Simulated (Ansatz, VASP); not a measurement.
# Cross-check of Si2MoAs4 (MoSi2As4 monolayer) between VASP and Ansatz

Aim: how closely do two programs agree when they are given the same cell, functional and k mesh? The cell is taken from a series of runs on this material, whose earlier steps may have relaxed, scaled, displaced or heated it; both programs get it as it stands.

Main program and level: Ansatz 0.2.0; plane waves, with VASP 6.6.1 beside it; single point at PBE with D3(BJ).

**1. Set-up**

The cell holds 7 atoms: 4 As, 2 Si and 1 Mo. Its edges and angles: a = 3.559 Å, b = 3.559 Å, c = 27.946 Å, α = 90.0°, β = 90.0°, γ = 120.0°. Vacuum lies along c.

**2. Ansatz: single point, PBE with D3(BJ)**

Ansatz runs on its default PAW (the set named soft_2) files.

With cell and atoms fixed, the geometry can't cause a difference; cores, projectors, grids and the points listed under the comparison can.

Contents of input.yaml:

```yaml
crystal:
  lattice:
    - [3.5587326929, 0.0, 0.0]
    - [-1.7793663465, 3.0819529173, 0.0]
    - [0.0, 0.0, 27.946064164]
  atoms:
    - { symbol: As, position: [0.0, 0.0, 0.3220489278] }
    - { symbol: Si, position: [0.3333333333, 0.6666666667, 0.3625023468] }
    - { symbol: As, position: [0.3333333333, 0.6666666667, 0.4462931433] }
    - { symbol: Mo, position: [0.0, 0.0, 0.5] }
    - { symbol: As, position: [0.3333333333, 0.6666666667, 0.5537068567] }
    - { symbol: Si, position: [0.3333333333, 0.6666666667, 0.6374976532] }
    - { symbol: As, position: [0.0, 0.0, 0.6779510722] }
kpoints:
  mp_grid: { grid: [18, 18, 1] }
  band_path:
    path: [[0, 0, 0], [0.5, 0, 0], [0.33333333, 0.33333333, 0], [0, 0, 0]]
    npoints: 16
hamiltonian:
  xc: pbe
  dispersion: d3bj
scf:
  occupations: { method: fermi_dirac, width: 0.02585 }
  convergence: { dr2_threshold: 1.0e-10 }
efield:
  axis: 3
  dipole_correction: true
  ramp_position: 0.97
  ramp_width: 0.06
  amplitude: 0
output:
  dos: { projected: true, e_range: [-6, 5] }
  write_potential: true
  write_density: true
  volumetric_format: npy
  elf: true
```

On the command line:

```sh
$ ansatz run input.yaml --threads 4 --pin off --max-ram 6144MiB --backend cpu --events-out ev --progress --plain --runs-dir out
```

Numbers of over 12 decimals in the logs are rounded to 6 here.

The program printed:

```text
Engine: ansatz 0.2.0, x86_64-unknown-linux-gnu
Pseudopotentials: kind: paw
Pseudopotential: As, paw, valence charge 15, recommended cutoff 420 eV (normal), As.paw.azcp
Pseudopotential: Si, paw, valence charge 4, recommended cutoff 420 eV (normal), Si.paw.azcp
Pseudopotential: Mo, paw, valence charge 14, recommended cutoff 420 eV (normal), Mo.paw.azcp
Functional definition: PBE
  parameter kappa = 0.804
  parameter beta = 0.066725
  exchange = pbe_x(kappa = kappa, mu = beta*pi^2/3)
  correlation = pbe_c(beta = beta)
Crystal: 7 atoms, lattice volume = 306.508 Å³
Basis set: ecut = 420 eV, 5919 PW (Γ)
Bands: 50, of which v1, the nominal top of the filled ones, is band 41 counted from 1 (40 counted from 0)
Symmetry: 6 space group operations
k-points: 37 of 324 (time reversal used)
Non-local potential: As, projectors of the file, l = 0: 2, l = 1: 2, l = 2: 3, l = 3: 1
Non-local potential: Si, projectors of the file, l = 0: 2, l = 1: 2, l = 2: 2
Non-local potential: Mo, projectors of the file, l = 0: 3, l = 1: 2, l = 2: 2, l = 3: 1
PAW form: soft (Blöchl's): semilocal exchange-correlation on the pseudo side does not see the compensation charge
PAW one-centre angular grid: As, 590 points (default); XC on 64 Gauss nodes
PAW one-centre angular grid: Si, 110 points (default); XC on 64 Gauss nodes
PAW one-centre angular grid: Mo, 590 points (default); XC on 64 Gauss nodes
Initial density: superposition of atomic densities (neutral atoms: chi_scale 0, normalization atom), corrected by the library's trained network
Initial wavefunctions: pseudopotential atomic-orbital guess
Functional: x = pbe(κ = 0.804, μ = 0.219515), c = pbe(β = 0.066725)
SCF iter   1: F=—  HF=-25655.637499 eV  |F-HF|=—  |Δ(HF+E_count)|=         —  Δρ=6.64e-3  dr2=1.23e0  ethr=1.77e-3  p=0.000 e·Å  D=2.05e-13 V/Å  ΔV_dip=-0.00 eV  dr2_dipole=2.94e-8  V_vac-E_F(+/−)=5.09/5.09 eV  ⟨swp⟩=8.9  Hψ=8007  notcnv=0  defer=1
efield: sawtooth ramp at fractional position 0.9700 (set: `efield.ramp_position`, or a place that a band, a saddle search or an elastic batch's reference lends), width 0.0600; the density the first Hamiltonian is built on has a dipole p = 0.000 e·Å; the dipole correction subtracts the counter field D = 2.05e-13 V/Å, which shifts the + side's vacuum level by -0.00 eV against the − side's; the planar-averaged density in the ramp window peaks in size at 1.0e-5 e/Å³
preconditioner: auto → Resta (q_TF=auto, 2.190 Å⁻¹)  ε∞=3.3  [insulator: Δε(μ)=0.405 eV  Ē_g=8.120 eV  σ=0.026 eV  W_gap=1.00  n_scr=60 (ndim 8)  ℏωp=12.4 eV  f_vac=0.526  D(μ)=0.00/eV (n_scr^D=0)  ε∞_Penn≈3.3  vacuum switching on, ρ_ref=4.8e-3 e/Å³]
SCF iter   2: F=—  HF=-25655.674407 eV  |F-HF|=—  |Δ(HF+E_count)|=   3.69e-2  Δρ=9.85e-3  dr2=1.63e0  ethr=1.50e-3  p=0.000 e·Å  D=2.85e-5 V/Å  ΔV_dip=-0.00 eV  dr2_dipole=1.28e-7  V_vac-E_F(+/−)=3.75/3.75 eV  ⟨swp⟩=3.1  Hψ=2614  notcnv=0  defer=114
SCF iter   3: F=—  HF=-25655.536753 eV  |F-HF|=—  |Δ(HF+E_count)|=   1.38e-1  Δρ=2.55e-3  dr2=5.69e-2  ethr=1.50e-3  p=0.000 e·Å  D=9.40e-6 V/Å  ΔV_dip=-0.00 eV  dr2_dipole=1.08e-8  V_vac-E_F(+/−)=4.34/4.34 eV  ⟨swp⟩=2.4  Hψ=2341  notcnv=0  defer=118
SCF iter   4: F=—  HF=-25655.531482 eV  |F-HF|=—  |Δ(HF+E_count)|=   5.27e-3  Δρ=5.61e-4  dr2=1.36e-3  ethr=6.93e-5  p=-0.000 e·Å  D=-7.11e-6 V/Å  ΔV_dip=0.00 eV  dr2_dipole=2.72e-9  V_vac-E_F(+/−)=4.51/4.51 eV  ⟨swp⟩=2.8  Hψ=2400  notcnv=0  defer=123
SCF iter   5: F=—  HF=-25655.531435 eV  |F-HF|=—  |Δ(HF+E_count)|=   4.68e-5  Δρ=2.30e-4  dr2=2.25e-4  ethr=1.66e-6  p=0.000 e·Å  D=1.07e-6 V/Å  ΔV_dip=-0.00 eV  dr2_dipole=1.62e-9  V_vac-E_F(+/−)=4.52/4.52 eV  ⟨swp⟩=2.5  Hψ=2382  notcnv=0  defer=123
SCF iter   6: F=—  HF=-25655.531486 eV  |F-HF|=—  |Δ(HF+E_count)|=   5.09e-5  Δρ=6.32e-5  dr2=5.88e-5  ethr=2.74e-7  p=-0.000 e·Å  D=-1.32e-5 V/Å  ΔV_dip=0.00 eV  dr2_dipole=3.02e-8  V_vac-E_F(+/−)=4.54/4.54 eV  ⟨swp⟩=2.1  Hψ=2236  notcnv=0  defer=123
SCF iter   7: F=—  HF=-25655.531484 eV  |F-HF|=—  |Δ(HF+E_count)|=   1.96e-6  Δρ=1.86e-5  dr2=1.74e-6  ethr=7.17e-8  p=0.000 e·Å  D=1.87e-5 V/Å  ΔV_dip=-0.00 eV  dr2_dipole=7.72e-8  V_vac-E_F(+/−)=4.53/4.53 eV  ⟨swp⟩=2.1  Hψ=2138  notcnv=0  defer=123
SCF iter   8: F=—  HF=-25655.531585 eV  |F-HF|=—  |Δ(HF+E_count)|=   1.01e-4  Δρ=7.81e-6  dr2=2.22e-6  ethr=2.13e-9  p=-0.000 e·Å  D=-7.51e-5 V/Å  ΔV_dip=0.00 eV  dr2_dipole=1.16e-6  V_vac-E_F(+/−)=4.54/4.53 eV  ⟨swp⟩=2.4  Hψ=2480  notcnv=0  defer=123
SCF iter   9: F=—  HF=-25655.531584 eV  |F-HF|=—  |Δ(HF+E_count)|=   3.69e-8  Δρ=4.83e-6  dr2=9.94e-7  ethr=2.13e-9  p=0.000 e·Å  D=4.85e-5 V/Å  ΔV_dip=-0.00 eV  dr2_dipole=5.02e-7  V_vac-E_F(+/−)=4.53/4.54 eV  ⟨swp⟩=2.0  Hψ=2043  notcnv=0  defer=123
SCF iter  10: F=—  HF=-25655.531584 eV  |F-HF|=—  |Δ(HF+E_count)|=   5.78e-8  Δρ=2.31e-6  dr2=2.07e-7  ethr=1.21e-9  p=0.000 e·Å  D=2.35e-5 V/Å  ΔV_dip=-0.00 eV  dr2_dipole=1.11e-7  V_vac-E_F(+/−)=4.54/4.54 eV  ⟨swp⟩=1.8  Hψ=1784  notcnv=0  defer=123
SCF iter  11: F=—  HF=-25655.531584 eV  |F-HF|=—  |Δ(HF+E_count)|=   1.31e-8  Δρ=6.79e-7  dr2=1.66e-8  ethr=2.52e-10  p=0.000 e·Å  D=5.20e-6 V/Å  ΔV_dip=-0.00 eV  dr2_dipole=5.99e-9  V_vac-E_F(+/−)=4.54/4.54 eV  ⟨swp⟩=2.0  Hψ=1925  notcnv=0  defer=123
SCF iter  12: F=—  HF=-25655.531584 eV  |F-HF|=—  |Δ(HF+E_count)|=   1.42e-9  Δρ=1.98e-7  dr2=6.10e-10  ethr=2.03e-11  p=0.000 e·Å  D=1.48e-6 V/Å  ΔV_dip=-0.00 eV  dr2_dipole=2.80e-10  V_vac-E_F(+/−)=4.54/4.54 eV  ⟨swp⟩=2.0  Hψ=2289  notcnv=0  defer=123
SCF iter  13: F=—  HF=-25655.531584 eV  |F-HF|=—  |Δ(HF+E_count)|=  9.09e-11  Δρ=1.27e-7  dr2=1.54e-10  ethr=1.00e-12  p=0.000 e·Å  D=5.46e-8 V/Å  ΔV_dip=-0.00 eV  dr2_dipole=3.60e-12  V_vac-E_F(+/−)=4.54/4.54 eV  ⟨swp⟩=12.1  Hψ=6041  notcnv=0
SCF iter  14: F=—  HF=-25655.531584 eV  |F-HF|=—  |Δ(HF+E_count)|=    0.00e0  Δρ=1.18e-7  dr2=1.96e-10  ethr=1.00e-12  p=-0.000 e·Å  D=-6.71e-8 V/Å  ΔV_dip=0.00 eV  dr2_dipole=3.23e-13  V_vac-E_F(+/−)=4.54/4.54 eV  ⟨swp⟩=2.8  Hψ=3545  notcnv=0
SCF iter  15: F=-25655.531584 eV  HF=-25655.531584 eV  |F-HF|=8.00e-11  |Δ(HF+E_count)|=  2.91e-11  Δρ=3.54e-8  dr2=6.07e-12  ethr=1.00e-12  p=-0.000 e·Å  D=-2.65e-8 V/Å  ΔV_dip=0.00 eV  dr2_dipole=8.24e-14  V_vac-E_F(+/−)=4.54/4.54 eV  ⟨swp⟩=1.0  Hψ=3736  notcnv=0
SCF 1 converged in 15 iterations: F = -25655.531584 eV  dr2 = 6.07e-12
  greatest PAW one-centre occupation: 0.999 electrons in one spin orbital (limit 2), on the As atom at site 2 (counted from 0), in its partial waves of l = 2
NSCF: frozen V_eff on 49 k-points
efield: sawtooth ramp at fractional position 0.9700 (kept from the solve that this one continues, or follows in the run), width 0.0600; the density the first Hamiltonian is built on has a dipole p = -0.000 e·Å; the dipole correction subtracts the counter field D = -2.65e-8 V/Å, which shifts the + side's vacuum level by +0.00 eV against the − side's; the planar-averaged density in the ramp window peaks in size at 1.2e-6 e/Å³
WARN: The output density's exchange-correlation potential varies sharply where the density is thin. Do not read a vacuum level from v_tot or v_xc, or from such a field of the output density. On a cell that repeats whose density bears no net charge and no dipole along the vacuum's axis use v_es (v_loc + v_h of the components); under efield.dipole_correction with no amplitude use v_es + v_field, which holds any externa [...]
SCF converged after 15 iterations
Free energy (F): -25655.531584 eV
Harris-Foulkes:  -25655.531584 eV  (|F-HF|=8.00e-11)
Internal energy: -25655.531584 eV  (E = F + TS)
E sigma→0 (E₀):  -25655.531584 eV
Fermi energy:    2.376551 eV
Dipole field:    D = 0.000000 V/Å  (p = 0.000000 e·Å, saw-weighted, corrected)
Work function:   Φ+ = 4.5361 eV   Φ− = 4.5361 eV
Levels:          The Fermi level and band energies are counted from a zero that moves with the ramp; work functions are not
--- Per-component energies (eV) ---
  E_band       = -1745.476200
  E_kinetic    = 937.938454
  E_local      = -96125.302441  (includes V_loc(G=0)·N_el)
  E_nonlocal   = -2486.271335
  E_hartree    = 47895.890190
  E_xc         = -612.146535
  E_vxc        = -641.432028  (∫ρ·V_xc dr)
  E_paw        = -11568.550616  (= ΣΔE_a)
  E_vpaw       = 777.810041  (= ΣTr[D̂ρ^β])
  E_aug_tail   = 0.000077  (compensation charges beyond the density's cutoff)
  E_efield     = 0.000000  (sawtooth field / dipole correction)
  E_vefield    = 0.000000  (∫n·V_field dr)
  E_ewald      = 36305.465195
  E_disp       = -2.554573  (pairwise vdW)
  E_smearing   = -0.000000  (= −TS)
  E_closure    = 0.000000  (closes the sum)
  Σ components = -25655.531584   (vs F -25655.531584, Δ=0.00e0)
--- Band table (eV; the first three rows and the last of 37) ---
  k-point 0: bands = [... 37 lower, 1.5861, 1.6375, 1.6375, 1.7766, 4.8193, 4.8193, 4.9308, 4.9503, ... 5 higher]
  k-point 1: bands = [... 37 lower, 1.3550, 1.4891, 1.5467, 1.7995, 4.6452, 4.8059, 4.8981, 5.0878, ... 5 higher]
  k-point 2: bands = [... 37 lower, 1.1974, 1.2427, 1.3162, 1.7544, 4.2998, 4.3919, 5.0658, 5.0888, ... 5 higher]
  k-point 36: bands = [... 37 lower, -0.6706, 0.3877, 1.1135, 1.9596, 2.8039, 3.1358, 3.5504, 4.1119, ... 5 higher]
```

In the SCF lines HF is the Harris–Foulkes energy and dr2 the Hartree energy of the density residual, in eV; the loop may stop once dr2 is under the threshold and the program's other checks hold. Hψ counts applications of the Hamiltonian.

**3. VASP: single point, PBE with D3(BJ)**

The same cell, functional, mesh and smearing now go to VASP, with its own data sets.

Lines of VASP's logs that name or quote its potential files are left out, and so is its time.

Contents of INCAR:

```
SYSTEM = Si2MoAs4
PREC = Accurate
ENCUT = 400
EDIFF = 1E-06
NELM = 120
ISMEAR = -1
SIGMA = 0.02585
LREAL = .FALSE.
ALGO = Normal
GGA = PE
IVDW = 12
NBANDS = 28
LASPH = .TRUE.
LORBIT = 11
LWAVE = .FALSE.
LCHARG = .FALSE.
ISIF = 2
LDIPOL = .TRUE.
IDIPOL = 3
DIPOL = 0.5 0.5 0.5
LVHAR = .TRUE.
GGA_COMPAT = .FALSE.
EFERMI = MIDGAP
NELMDL = -8
KPAR = 2
```

Contents of POSCAR:

```
Si2MoAs4
1.0
    3.5587326929      0.0000000000      0.0000000000
   -1.7793663465      3.0819529173      0.0000000000
    0.0000000000      0.0000000000     27.9460641640
As Si Mo
4 2 1
Direct
    0.0000000000      0.0000000000      0.3220489278
    0.3333333333      0.6666666667      0.4462931433
    0.3333333333      0.6666666667      0.5537068567
    0.0000000000      0.0000000000      0.6779510722
    0.3333333333      0.6666666667      0.3625023468
    0.3333333333      0.6666666667      0.6374976532
    0.0000000000      0.0000000000      0.5000000000
```

Contents of KPOINTS:

```
Automatic mesh
0
Gamma
18 18 1
0 0 0
```

Potentials, in the order of the species: As, Si and Mo_sv (PBE family, release 64).

On the command line:

```sh
$ mpirun -np 2 vasp_std
```

The program printed:

```text
[banner, memory and clock lines left out]
running    2 mpi-ranks, on    1 nodes
 distrk:  each k-point on    1 cores,    2 groups
 distr:  one band on    1 cores,    1 groups

 POSCAR found type information on POSCAR AsSiMo
 POSCAR found :  3 types and       7 ions
 LDA part: xc-table for (Slater+PW92), standard interpolation
 POSCAR, INCAR and KPOINTS ok, starting setup
 FFT: planning ... GRIDC
 FFT: planning ... GRID_SOFT
 FFT: planning ... GRID
 WAVECAR not read
 entering main loop
       N       E                     dE             d eps       ncg     rms          rms(c)
DAV:   1     0.196112305547E+03    0.19611E+03   -0.17138E+04  2648   0.969E+02
DAV:   2    -0.253509131898E+02   -0.22146E+03   -0.21612E+03  2668   0.210E+02
DAV:   3    -0.419512251850E+02   -0.16600E+02   -0.16311E+02  2556   0.529E+01
DAV:   4    -0.424620801999E+02   -0.51086E+00   -0.50810E+00  3116   0.950E+00
DAV:   5    -0.424717887029E+02   -0.97085E-02   -0.97024E-02  2780   0.126E+00
DAV:   6    -0.424722125863E+02   -0.42388E-03   -0.42383E-03  3248   0.236E-01
DAV:   7    -0.424722196122E+02   -0.70259E-05   -0.70257E-05  2792   0.279E-02
DAV:   8    -0.424722199835E+02   -0.37127E-06   -0.37113E-06  2568   0.539E-03    0.162E+01
DAV:   9    -0.416949594247E+02    0.77726E+00   -0.77375E+00  2432   0.133E+01    0.532E+00
DAV:  10    -0.415186809422E+02    0.17628E+00   -0.59230E+00  2732   0.121E+01    0.504E+00
DAV:  11    -0.412300085831E+02    0.28867E+00   -0.14167E+00  2700   0.613E+00    0.122E+00
DAV:  12    -0.412249742543E+02    0.50343E-02   -0.13313E-01  2532   0.167E+00    0.562E-01
DAV:  13    -0.412248080261E+02    0.16623E-03   -0.97555E-03  2912   0.494E-01    0.256E-01
DAV:  14    -0.412246218080E+02    0.18622E-03   -0.13569E-03  2444   0.194E-01    0.689E-02
[...]
DAV:  20    -0.412248585375E+02   -0.33434E-04   -0.19726E-06  2084   0.469E-03    0.246E-03
DAV:  21    -0.412248815260E+02   -0.22988E-04   -0.12037E-06  1952   0.316E-03    0.150E-03
DAV:  22    -0.412248866361E+02   -0.51101E-05   -0.11531E-07  1628   0.147E-03    0.571E-04
DAV:  23    -0.412248927423E+02   -0.61062E-05   -0.87996E-07  1716   0.193E-03    0.859E-04
DAV:  24    -0.412248951051E+02   -0.23629E-05   -0.47670E-08  1588   0.635E-04    0.751E-04
DAV:  25    -0.412248983382E+02   -0.32330E-05   -0.93789E-08  1600   0.735E-04    0.252E-04
DAV:  26    -0.412249001958E+02   -0.18576E-05   -0.61640E-08  1560   0.589E-04    0.255E-04
DAV:  27    -0.412249008290E+02   -0.63321E-06   -0.21341E-08  1460   0.318E-04
   1 F= -.43779159E+02 E0= -.43779159E+02  d E =-.143716E-08
```

(Part 1 of 2 ends here.)

[Lines on the potential files, build, host, timing and source positions are cut from VASP's logs without a mark.]

[Logs are printed without paths, hosts, clocks, repeated set-up lines and the standing remarks that a program may print on its own settings, such as how far it seeks lower states.]

[Hosts, paths, dates, database ids (printed as entryN), source tags and the programs' standing remarks are cut or masked in the printed files.]
